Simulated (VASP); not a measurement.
The system is BN.

```xyz
2
Lattice="0.0000 1.8130 1.8130 1.8130 0.0000 1.8130 1.8130 1.8130 0.0000" Properties=species:S:1:pos:R:3 pbc="T T T"
N     0.9065    0.9065    0.9065
B     0.0000    0.0000    0.0000
```

The cell is a database's computed one.

Base run:

```yaml
Program: VASP 6.6.1
Functional: PBE
Potentials_or_basis: VASP PAW PBE potentials, release 64 (N, B)
Cutoff: 520 eV
k_mesh: 12 × 12 × 12
Occupations: gaussian, width 0.02 eV
Spin: no spin polarisation
```

Its results: band gap on the k mesh 4.45 eV, indirect (least direct gap 8.78 eV); pressure -0.2 GPa.

After a change of settings the same cell gave: band gap on the k mesh 5.58 eV, indirect (least direct gap 8.67 eV); pressure 3.2 GPa. Which change was it?
A. functional from PBE to LDA; potentials or basis from VASP PAW PBE potentials, release 64 (N, B) to VASP PAW LDA potentials, release 64 (N, B)
B. functional from PBE to r2SCAN; further incar settings from ALGO = Fast; EDIFF = 1e-06 to ALGO = Normal; EDIFF = 1e-06
C. k mesh from 12 × 12 × 12 to 3 × 3 × 3

C.

Caveats: some runs use coarse meshes; an odd mesh through Γ misses points on the zone boundary, where band edges often lie (some runs).
